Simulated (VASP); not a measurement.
Method: revPBE GGA, VASP's PBE PAW potentials (set 64) (plane waves; VASP).

The input files of a VASP run:

File POSCAR:
```
W
1.0
 -1.5800000000   1.5800000000   1.5800000000
  1.5800000000  -1.5800000000   1.5800000000
  1.5800000000   1.5800000000  -1.5800000000
W
1
Cart
  0.0000000000   0.0000000000   0.0000000000
```

KPOINTS:
```
Automatic mesh
0
Gamma
15 15 15
0 0 0
```

**INCAR**
```
# general
SYSTEM  = W
PREC    = Accurate
ENCUT   = 520
LREAL   = .False.   # projection in real space or not
LASPH   = .True.   # aspherical one-centre terms

# electronic loop
EDIFF   = 1E-6   # SCF stop (eV)
NELM    = 100
ALGO    = Normal   # blocked Davidson
LMAXMIX = 6   # l cut-off of mixed one-centre charges

# smearing
ISMEAR  = 1   # Methfessel-Paxton
SIGMA   = 0.1   # width (eV)

# functional
GGA     = RE   # revPBE

# ions
IBRION  = 2
NSW     = 60   # most ionic steps
ISIF    = 3   # ions, shape and volume
EDIFFG  = -0.01   # ionic stop

# output
LWAVE   = .False.
LCHARG  = .False.
```

POTCAR, in this order: W_sv (PBE.64 set). Program: vasp_std.

Output

**OSZICAR**
```
       N       E                     dE             d eps       ncg     rms          rms(c)
DAV:   1     0.771729816102E+02    0.77173E+02   -0.78550E+03  2648   0.145E+03
DAV:   2    -0.114802266439E+02   -0.88653E+02   -0.85415E+02  2832   0.330E+02
DAV:   3    -0.130732136989E+02   -0.15930E+01   -0.15692E+01  3004   0.438E+01
DAV:   4    -0.130826626599E+02   -0.94490E-02   -0.94505E-02  2846   0.350E+00
DAV:   5    -0.130827298521E+02   -0.67192E-04   -0.67191E-04  2991   0.315E-01    0.209E+01
DAV:   6    -0.126230863070E+02    0.45964E+00   -0.54324E-01  2811   0.100E+01    0.846E+00
DAV:   7    -0.124996953774E+02    0.12339E+00   -0.30032E-01  2912   0.699E+00    0.629E-01
DAV:   8    -0.124957127555E+02    0.39826E-02   -0.36175E-03  2727   0.878E-01    0.114E-01
DAV:   9    -0.124957477714E+02   -0.35016E-04   -0.50088E-05  2985   0.967E-02    0.646E-02
DAV:  10    -0.124957403673E+02    0.74041E-05   -0.13821E-05  2862   0.563E-02    0.120E-02
DAV:  11    -0.124957411655E+02   -0.79824E-06   -0.14751E-07  1575   0.524E-03
   1 F= -.12495741E+02 E0= -.12495891E+02  d E =-.124957E+02
       N       E                     dE             d eps       ncg     rms          rms(c)
DAV:   1    -0.154506072109E+02   -0.29549E+01   -0.74452E+01  2685   0.141E+02    0.158E+01
DAV:   2    -0.126459368363E+02    0.28047E+01   -0.51141E+00  2670   0.275E+01    0.495E+00
DAV:   3    -0.123162435792E+02    0.32969E+00   -0.10781E+00  2747   0.129E+01    0.216E+00
DAV:   4    -0.123224291611E+02   -0.61856E-02   -0.12874E-02  2748   0.152E+00    0.130E+00
DAV:   5    -0.123262911076E+02   -0.38619E-02   -0.62290E-03  2771   0.929E-01    0.245E-02
DAV:   6    -0.123262871707E+02    0.39369E-05   -0.43349E-05  2891   0.820E-02    0.142E-02
DAV:   7    -0.123262878833E+02   -0.71256E-06   -0.19729E-06  2614   0.208E-02
   2 F= -.12326288E+02 E0= -.12326300E+02  d E =0.169453E+00
       N       E                     dE             d eps       ncg     rms          rms(c)
DAV:   1    -0.142699263919E+02   -0.19436E+01   -0.39172E+01  2706   0.932E+01    0.176E+01
DAV:   2    -0.127882760986E+02    0.14817E+01   -0.21305E+00  2679   0.207E+01    0.363E+00
DAV:   3    -0.125113982938E+02    0.27688E+00   -0.74045E-01  2738   0.115E+01    0.355E+00
DAV:   4    -0.125135999207E+02   -0.22016E-02   -0.15012E-02  2741   0.167E+00    0.219E-01
DAV:   5    -0.125127829737E+02    0.81695E-03   -0.43863E-03  2855   0.866E-01    0.298E-02
DAV:   6    -0.125127759985E+02    0.69752E-05   -0.42648E-05  2745   0.977E-02    0.301E-02
DAV:   7    -0.125127764235E+02   -0.42506E-06   -0.13238E-06  1865   0.158E-02
   3 F= -.12512776E+02 E0= -.12512920E+02  d E =-.170353E-01
       N       E                     dE             d eps       ncg     rms          rms(c)
DAV:   1    -0.125131108786E+02   -0.33488E-03   -0.68765E-03  2709   0.131E+00    0.216E-01
DAV:   2    -0.125128598258E+02    0.25105E-03   -0.37113E-04  2703   0.262E-01    0.501E-02
DAV:   3    -0.125128168724E+02    0.42953E-04   -0.12428E-04  2748   0.146E-01    0.390E-02
DAV:   4    -0.125128194931E+02   -0.26206E-05   -0.28755E-06  2674   0.229E-02    0.481E-03
DAV:   5    -0.125128193446E+02    0.14844E-06   -0.24943E-07  1366   0.664E-03
   4 F= -.12512819E+02 E0= -.12512963E+02  d E =-.170782E-01
```

### OUTCAR
```
------------------------ aborting loop because EDIFF is reached ----------------------------------------
  FORCE on cell =-STRESS in cart. coord.  units (eV):
  Direction    XX          YY          ZZ          XY          YZ          ZX
  --------------------------------------------------------------------------------------
  Total       -0.0055563     -0.0055563     -0.0055563     -0.0000000     -0.0000000      0.0000000
  in kB       -0.5458645     -0.5458645     -0.5458645     -0.0000000     -0.0000000      0.0000000
  external PRESSURE =      -0.5458645 kB  Pullay stress =       0.0000000 kB
  volume of cell :       16.31
      direct lattice vectors                 reciprocal lattice vectors
    -1.597537533  1.597537533  1.597537533     0.000000000  0.312981692  0.312981692
     1.597537533 -1.597537533  1.597537533     0.312981692  0.000000000  0.312981692
     1.597537533  1.597537533 -1.597537533     0.312981692  0.312981692  0.000000000
 POSITION                                       TOTAL-FORCE (eV/Angst)
 -----------------------------------------------------------------------------------
      0.00000     -0.00000      0.00000         0.000000      0.000000     -0.000000
 -----------------------------------------------------------------------------------
    total drift:                                0.000000     -0.000000      0.000000
  FREE ENERGIE OF THE ION-ELECTRON SYSTEM (eV)
  ---------------------------------------------------
  free  energy   TOTEN  =       -12.5128193446 eV

  energy  without entropy=      -12.5132488796  energy(sigma->0) =      -12.51296252

 reached required accuracy - stopping structural energy minimisation
```
(Selected blocks of OUTCAR.)

File CONTCAR:
```
W
   1.00000000000000
    -1.5975375327837815    1.5975375327837815    1.5975375327837815
     1.5975375327837815   -1.5975375327837815    1.5975375327837815
     1.5975375327837815    1.5975375327837815   -1.5975375327837815
  W
     1
Direct
     0.0000000000000000    0.0000000000000000    0.0000000000000000
```

Energy and stress use the plane-wave basis of the starting cell.

The compound is W in the bcc structure. This run relaxes it. Symmetry was kept, so distortions that lower it aren't found.
